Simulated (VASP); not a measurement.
```
Cd3Na
1.0
    0.00000     3.48910     3.48910
    3.48910     0.00000     3.48910
    3.48910     3.48910     0.00000
Na Cd
1 3
Direct
  0.00000   0.00000   0.00000
  0.25000   0.25000   0.25000
  0.75000   0.75000   0.75000
  0.50000   0.50000   0.50000
```

Calculation: PBEsol GGA with spin-orbit coupling, VASP's PBE PAW potentials (set 64) (plane waves; VASP 6.6.1). Run with 400 eV cut-off, 7×7×7 Γ-centred mesh, Gaussian smearing of 0.050 eV, potentials Na_pv Cd.

Problem. Give the energies of bands 37 to 49 at the high-symmetry points, in eV from the Fermi level.

Solution. 
```
band      Γ      X      U      L      W
----  -----  -----  -----  -----  -----
37    -8.10  -4.67  -4.44  -5.58  -4.09
38    -8.10  -4.67  -4.44  -5.58  -4.09
39     1.36  -4.39  -4.26  -5.11  -3.86
40     1.36  -4.39  -4.26  -5.11  -3.86
41     1.68  -1.43  -3.42   0.77  -3.83
42     1.68  -1.43  -3.42   0.77  -3.83
43     2.02  -1.35  -0.86   1.02  -2.26
44     2.02  -1.35  -0.86   1.02  -2.26
45     2.02  -1.18   0.39   1.18   2.95
46     2.02  -1.18   0.39   1.18   2.95
47     2.77   1.74   3.66   2.46   2.98
48     2.77   1.74   3.66   2.46   2.98
49     3.15   7.41   5.62   2.60   4.18
```

It has no gap at this level: it comes out as a metal or semimetal.

The structure comes from a computed database's NaCd3 entry (Fm-3m); how it stands against other phases isn't given here. It was relaxed first.
